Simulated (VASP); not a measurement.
Runs of VASP 6.6.1 on NaB. All rows change the cell; the cell of one of them follows. The structure is tetragonal, space group I4/mmm (No. 139). Conventional cell: a = 3.909 Å, b = 3.909 Å, c = 5.207 Å, α = 90.00°, β = 90.00°, γ = 90.00°. Na (site symmetry 4/mmm) is surrounded by 6 B at 2.60 to 2.76 Å. B (site symmetry 4/mmm) has 6 Na at 2.60 to 2.76 Å as nearest neighbours. The cell comes from a database or a generator and needn't be the stable form of this composition.

| cell | gap on the mesh (eV) | pressure (GPa) |
| --- | --- | --- |
| strain +0.030 along x and y, -0.030 along z, atoms carried along | none | -0.2 |
| strain +0.030 along x and y, +0.000 along z, atoms carried along | none | -1.1 |
| strain -0.030 along x and y, +0.030 along z, atoms carried along | none | (a) |
| strain -0.030 along x and y, -0.030 along z, atoms carried along | none | 3.2 |

Alike in all rows: task single point; level PBE; potentials or basis VASP PAW PBE potentials, release 64 (Na_pv, B); no spin polarisation; k mesh 16 × 16 × 16; cutoff (eV) 520; smearing gaussian 0.15 eV.

Estimate the missing entries.

(a) 1.4.

A gap of «none» marks a metal or a gap under the smearing width.
